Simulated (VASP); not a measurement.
GaAs (zinc blende): the formation energy from VASP (plane waves, PAW) at several levels of theory. The references are the elements' solids at the same level; no temperature or zero-point terms are added.

```csv
level,formation energy (eV/atom),error against measurement (eV/atom)
LDA,-0.321,+0.05
PBE,-0.349,+0.02
PBEsol,-0.316,+0.05
```

Measured: -0.370 eV/atom at 298 K (as given by Yubo Zhang et al., npj Computational Materials (2018), doi:10.1038/s41524-018-0065-z).

The cell of the LDA run:

```cif
data_As4Ga4
_chemical_formula_sum 'Ga4 As4'
_space_group_name_H-M_alt 'F-43m'
_space_group_IT_number 216
_space_group_name_Hall 'F -4 2 3'
_cell_length_a 5.60564
_cell_length_b 5.60564
_cell_length_c 5.60564
_cell_angle_alpha 90.000
_cell_angle_beta 90.000
_cell_angle_gamma 90.000
loop_
_atom_site_label
_atom_site_type_symbol
_atom_site_symmetry_multiplicity
_atom_site_Wyckoff_symbol
_atom_site_fract_x
_atom_site_fract_y
_atom_site_fract_z
_atom_site_occupancy
Ga1 Ga 4 a 0.00000 0.00000 0.00000 1
As1 As 4 d 0.75000 0.75000 0.75000 1
```
(The calculation used a cell of 2 atoms; values per cell refer to that cell.)

Only levels that ran to the end are used. Left out are those held back, those with too coarse a band path, GW runs whose mesh misses a band edge, hybrids' fits of cells that aren't cubic and levels without matching references; a question may draw on a part of the rest.
